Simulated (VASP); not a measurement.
Input:

```xyz
8
Lattice="-0.0422 5.0797 5.1716 5.0797 -0.0422 5.1716 2.5187 2.5187 0.0000" Properties=species:S:1:pos:R:3 pbc="T T T"
Cd     5.0375     5.0375    10.2915
S      1.2594     1.2594     1.5870
S      3.6716     1.3658     3.7578
S      1.3658     3.6716     3.7578
S      3.7781     3.7781     6.4640
Be     5.0463     2.5099     2.5925
Be     2.5099     5.0463     2.5925
Be     2.5187     2.5187     5.1585
```

Calculation: PBEsol GGA, VASP's PBE PAW potentials (set 64) (plane waves; VASP). Numerical set-up: 400 eV cut-off, 4×4×8 Γ-centred mesh, tetrahedra with Blöchl corrections, potentials Cd S Be.

Q: What does the run give for the energy per atom (σ→0), band gap (on the k-mesh) with the smallest direct gap where there is one?

A: 
```
Property                                     Result
-----------------------------------  --------------
band gap (on the k-mesh)                    2.25 eV
smallest direct gap (on the k-mesh)         2.52 eV
energy per atom (σ→0)                -4.696 eV/atom
```

Only differences to runs with the same potentials and settings are physical.

The structure was generated: Be3CdS4 was put into an ordered model structure (Amm2), which need not be its known phase. It was relaxed first.
